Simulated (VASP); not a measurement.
# TaSn: relaxation of cell and atoms with PBE

TaSn:

```xyz
2
Lattice="3.1699 0.0000 0.0000 -1.5849 2.7452 0.0000 0.0000 0.0000 4.6250" Properties=species:S:1:pos:R:3 pbc="T T T"
Ta    0.0000    0.0000    2.3125
Sn    1.5849    0.9151    0.0000
```

The cell was built by a generator and needn't be a form met in nature.

* Program: VASP 6.6.1
* Task: relaxation of cell and atoms
* Functional: PBE
* Potentials or basis: VASP PAW PBE potentials, release 64 (Ta_pv, Sn_d)
* Cutoff: 520 eV
* k mesh: 16 × 16 × 10
* Occupations: gaussian, width 0.1 eV
* Spin: no spin polarisation
* Further INCAR settings: ALGO = Normal; EDIFF = 1e-06; IBRION = 2; EDIFFG = -0.01; NSW = 90; ISIF = 3

The relaxed volume is 20.17 Å³/atom, the relaxed cell is a = 3.185 Å, b = 3.185 Å, c = 4.591 Å, α = 90.00°, β = 90.00°, γ = 120.00° and the space group after relaxing (to 0.05 Å) is P-6m2 (No. 187). The energy gained by relaxing is 0.7 meV/atom. The ionic steps are 5, the pressure after relaxing is 0.0 GPa and the band gap on the k mesh is none (metal or under the smearing width).

Step by step:
```tsv
step	energy change (eV)	largest force (eV/Å)	pressure (GPa)	volume (Å³)
1	0.0000	0.0000	0.22	40.25
2	-0.0011	0.0000	-0.28	40.40
3	-0.0011	0.0000	-0.41	40.44
4	-0.0010	0.0000	0.48	40.21
5	-0.0013	0.0000	0.02	40.34
```

Final structure:
```
Ta Sn
1.0
     3.18519    0.00000    0.00000
    -1.59260    2.75846    0.00000
     0.00000    0.00000    4.59142
Ta Sn
1 1
Cartesian
  0.0000 0.0000 2.2957
  1.5926 0.9195 0.0000
```

Levels at points of the mesh, in eV from the Fermi level:
| k point | band 8 | band 9 | band 10 | band 11 | band 12 | band 13 | band 14 | band 15 | band 16 |
| --- | --- | --- | --- | --- | --- | --- | --- | --- | --- |
| (0.00, 0.00, 0.00) | -21.54 | -11.84 | -3.95 | -2.88 | 0.03 | 0.03 | 2.00 | 2.00 | 4.04 |
| (0.50, 0.00, 0.00) | -21.48 | -7.18 | -5.74 | -3.44 | -2.36 | 1.23 | 3.25 | 3.56 | 4.02 |
| (0.00, 0.00, 0.50) | -21.54 | -10.62 | -7.51 | -1.54 | 0.27 | 0.27 | 1.64 | 1.64 | 7.78 |
| (0.50, 0.00, 0.50) | -21.48 | -7.22 | -4.81 | -3.95 | -1.10 | -0.23 | -0.04 | 2.62 | 4.24 |

Wall time 47 s on 4 MPI ranks on Intel(R) Xeon(R) Platinum 8488C (Sapphire Rapids), with other jobs on the host, peak memory 0.24 GiB a rank.

The run has no spin-orbit coupling, so splittings on Ta are missing.
